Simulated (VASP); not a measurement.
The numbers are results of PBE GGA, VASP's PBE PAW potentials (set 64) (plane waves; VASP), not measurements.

A VASP calculation is set up with these files.

### INCAR
```
ALGO  =  Normal
EDIFF  =  1E-7
ENCUT  =  480
GGA  =  PE
ISIF  =  2
ISMEAR  =  1
LASPH  =  .TRUE.
LCHARG  =  .FALSE.
LMAXMIX  =  4
LREAL  =  .FALSE.
LWAVE  =  .FALSE.
NELM  =  100
PREC  =  Accurate
SIGMA  =  0.1
SYSTEM  =  Ni3Si
```

File POSCAR:
```
Ni3Si
1
    3.5035675767     0.0000000000     0.0000000000
    0.0000000000     3.5035675767     0.0000000000
    0.0000000000     0.0000000000     3.5035675767
Si Ni
1 3
Direct
  0.0000000000   0.0000000000   0.0000000000
  0.0000000000   0.5000000000   0.5000000000
  0.5000000000   0.0000000000   0.5000000000
  0.5000000000   0.5000000000   0.0000000000
```

KPOINTS:
```
K-points
0
gamma
 8 8 8
```

POTCAR, in this order: Si Ni (PBE.64 set). Program: vasp_std.

### Question
Estimate the energy per atom (σ→0), band gap (on the k-mesh).

### Answer

```json
{
 "energy per atom (σ→0)": "-571.2 kJ/mol-atom",
 "band gap (on the k-mesh)": "none (metal, semimetal or under 0.01 eV)"
}
```

**OSZICAR**
```
...
DAV:   9    -0.236806701118E+02    0.17155E-01   -0.33407E-02  1984   0.262E+00    0.567E-01
DAV:  10    -0.236784324562E+02    0.22377E-02   -0.31141E-03  1909   0.445E-01    0.231E-01
DAV:  11    -0.236780768525E+02    0.35560E-03   -0.70630E-04  2243   0.315E-01    0.532E-02
DAV:  12    -0.236780664080E+02    0.10444E-04   -0.10179E-04  1610   0.118E-01    0.148E-02
DAV:  13    -0.236780658303E+02    0.57766E-06   -0.69300E-06  1754   0.183E-02    0.863E-03
DAV:  14    -0.236780652136E+02    0.61674E-06   -0.53338E-07  1642   0.828E-03    0.285E-03
DAV:  15    -0.236780651724E+02    0.41156E-07   -0.17392E-07   933   0.622E-03
   1 F= -.23678065E+02 E0= -.23678523E+02  d E =0.137465E-02
```

The compound is Ni3Si in the L1_2 structure. It was relaxed first. The run is not spin-polarised, so no magnetic state was tried.
